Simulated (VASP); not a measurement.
Method: revTPSS meta-GGA, VASP's PBE PAW potentials (set 64) (plane waves; VASP).

A VASP calculation is set up with these files.

File KPOINTS_OPT:
```
k-points along high-symmetry lines
10
Line-mode
Reciprocal
  0.000000   0.000000   0.000000 ! GAMMA
  0.500000   0.000000   0.500000 ! X

  0.500000   0.000000   0.500000 ! X
  0.625000   0.250000   0.625000 ! U

  0.375000   0.375000   0.750000 ! K
  0.000000   0.000000   0.000000 ! GAMMA

  0.000000   0.000000   0.000000 ! GAMMA
  0.500000   0.500000   0.500000 ! L

  0.500000   0.500000   0.500000 ! L
  0.500000   0.250000   0.750000 ! W

  0.500000   0.250000   0.750000 ! W
  0.500000   0.000000   0.500000 ! X
```

POSCAR:
```
KI
1
    0.0000000000     3.5886053391     3.5886053391
    3.5886053391     0.0000000000     3.5886053391
    3.5886053391     3.5886053391     0.0000000000
K I
1 1
Direct
  0.0000000000   0.0000000000   0.0000000000
  0.5000000000   0.5000000000   0.5000000000
```

**INCAR**
```
LREAL = .FALSE.   ! projection in real space or not
PREC = Accurate
ISMEAR = -5
ALGO = Normal   ! blocked Davidson
NELM = 100   ! most electronic steps
ISIF = 2   ! forces and stress, cell fixed
LCHARG = .FALSE.
METAGGA = RTPSS
LASPH = .TRUE.
LMAXMIX = 4   ! l cut-off of mixed one-centre charges
LMIXTAU = .TRUE.
LWAVE = .FALSE.
ENCUT = 520
SYSTEM = KI
NEDOS = 601
EDIFF = 1E-7   ! SCF stop (eV)
LORBIT = 11   ! lm-projected
```

File KPOINTS:
```
Automatic mesh
0
Gamma
7 7 7
0 0 0
```

POTCAR, in this order: K_sv I (PBE.64 set). Program: vasp_std.

Output

OSZICAR:
```
       N       E                     dE             d eps       ncg     rms          rms(c)
DAV:   1     0.299965673145E+03    0.29997E+03   -0.62488E+04   480   0.241E+05
DAV:   2     0.802453135402E+02   -0.21972E+03   -0.20285E+03   960   0.119E+03
DAV:   3    -0.346135641056E+02   -0.11486E+03   -0.11127E+03   880   0.290E+02
DAV:   4     0.190048023157E+02    0.53618E+02   -0.19206E+02   956   0.138E+02
DAV:   5     0.177207898230E+02   -0.12840E+01   -0.12528E+01   708   0.320E+01    0.121E+02
DAV:   6     0.147057458728E+02   -0.30150E+01   -0.13460E+02   620   0.188E+02    0.461E+01
DAV:   7     0.138187140958E+02   -0.88703E+00   -0.14950E+00   628   0.138E+01    0.314E+01
DAV:   8     0.139442317580E+02    0.12552E+00   -0.13909E-01   592   0.482E+00    0.261E+01
DAV:   9     0.139194606973E+02   -0.24771E-01   -0.35921E-01   588   0.531E+00    0.144E+00
DAV:  10     0.138455838670E+02   -0.73877E-01   -0.81270E-02   784   0.312E+00    0.138E+00
DAV:  11     0.138402606493E+02   -0.53232E-02   -0.18348E-03   592   0.572E-01    0.679E-01
DAV:  12     0.138001463105E+02   -0.40114E-01   -0.37591E-02   616   0.246E+00    0.758E-01
DAV:  13     0.138033806924E+02    0.32344E-02   -0.91696E-03   592   0.117E+00    0.289E-01
DAV:  14     0.138007561735E+02   -0.26245E-02   -0.15394E-03   568   0.573E-01    0.240E-01
DAV:  15     0.138000545971E+02   -0.70158E-03   -0.43023E-04   632   0.306E-01    0.137E-01
DAV:  16     0.138000030873E+02   -0.51510E-04   -0.19991E-04   612   0.167E-01    0.305E-02
DAV:  17     0.137999864415E+02   -0.16646E-04   -0.22928E-05   544   0.619E-02    0.491E-02
DAV:  18     0.137999920623E+02    0.56208E-05   -0.50558E-06   552   0.331E-02    0.526E-03
DAV:  19     0.137999879431E+02   -0.41191E-05   -0.74745E-06   760   0.356E-02    0.155E-03
DAV:  20     0.137999846490E+02   -0.32942E-05   -0.43237E-07   584   0.999E-03    0.407E-03
DAV:  21     0.137999833295E+02   -0.13195E-05   -0.47702E-07   772   0.690E-03    0.251E-03
DAV:  22     0.137999833049E+02   -0.24646E-07   -0.55044E-08   388   0.313E-03
   1 F= 0.13799983E+02 E0= 0.13799983E+02  d E =0.000000E+00
       N       E                     dE             ncg
       N       E                     dE             ncg
       N       E                     dE             ncg
```

**OUTCAR**
```
------------------------ aborting loop because EDIFF is reached ----------------------------------------
  FORCE on cell =-STRESS in cart. coord.  units (eV):
  Direction    XX          YY          ZZ          XY          YZ          ZX
  --------------------------------------------------------------------------------------
  Total       -0.0092155     -0.0092155     -0.0092155      0.0000000     -0.0000000      0.0000000
  in kB       -0.1597434     -0.1597434     -0.1597434      0.0000000     -0.0000000      0.0000000
  external PRESSURE =      -0.1597434 kB  Pullay stress =       0.0000000 kB
  volume of cell :       92.43
      direct lattice vectors                 reciprocal lattice vectors
     0.000000000  3.588605339  3.588605339    -0.139329894  0.139329894  0.139329894
     3.588605339  0.000000000  3.588605339     0.139329894 -0.139329894  0.139329894
     3.588605339  3.588605339  0.000000000     0.139329894  0.139329894 -0.139329894
  FREE ENERGIE OF THE ION-ELECTRON SYSTEM (eV)
  ---------------------------------------------------
  free  energy   TOTEN  =        13.7999833049 eV

  energy  without entropy=       13.7999833049  energy(sigma->0) =       13.79998330

 total charge

# of ion       s       p       d       tot
------------------------------------------
    1        1.953   5.548   0.018   7.520
    2        1.470   2.856   0.001   4.327
--------------------------------------------------
tot          3.423   8.404   0.019  11.846
```
(Selected blocks of OUTCAR.)

File OUTCAR:
```
 val. band max:       -0.7981173445   @ k =   0.0000   0.0000   0.0000

 cond. band min:       3.4582790285   @ k =   0.0000   0.0000   0.0000


 Fermi energy:        -0.7566493906

 k-point     1 :       0.0000    0.0000    0.0000
  band No.  band energies     occupation
      1     -29.9152      2.00000
      2     -12.8972      2.00000
      3     -12.8972      2.00000
      4     -12.8972      2.00000
      5     -11.2995      2.00000
      6      -0.7981      2.00000
      7      -0.7981      2.00000
      8      -0.7981      2.00000
      9       3.4583      0.00000
     10       6.0575      0.00000
     11       6.0575      0.00000
     12       6.0575      0.00000

 k-point     2 :       0.1429    0.0000    0.0000
  band No.  band energies     occupation
      1     -29.9150      2.00000
      2     -12.9214      2.00000
      3     -12.8975      2.00000
      4     -12.8975      2.00000
      5     -11.2534      2.00000
      6      -1.0857      2.00000
      7      -0.8579      2.00000
      8      -0.8579      2.00000
      9       3.9088      0.00000
     10       5.9426      0.00000
     11       6.2706      0.00000
     12       6.2706      0.00000

 k-point     3 :       0.2857    0.0000    0.0000
  band No.  band energies     occupation
      1     -29.9143      2.00000
      2     -12.9718      2.00000
      3     -12.8983      2.00000
      4     -12.8983      2.00000
      5     -11.1527      2.00000
      6      -1.6086      2.00000
      7      -0.9851      2.00000
      8      -0.9851      2.00000
      9       4.6530      0.00000
     10       6.1783      0.00000
     11       6.8050      0.00000
     12       6.8050      0.00000

 k-point     4 :       0.4286    0.0000    0.0000
  band No.  band energies     occupation
      1     -29.9138      2.00000
      2     -13.0090      2.00000
      3     -12.8989      2.00000
      4     -12.8989      2.00000
      5     -11.0741      2.00000
      6      -1.9557      2.00000
...
```

Unless said otherwise, spin-orbit coupling is left out, though it shifts the bands of the heavy elements here.

The compound is KI in the rock salt structure. It was relaxed first.
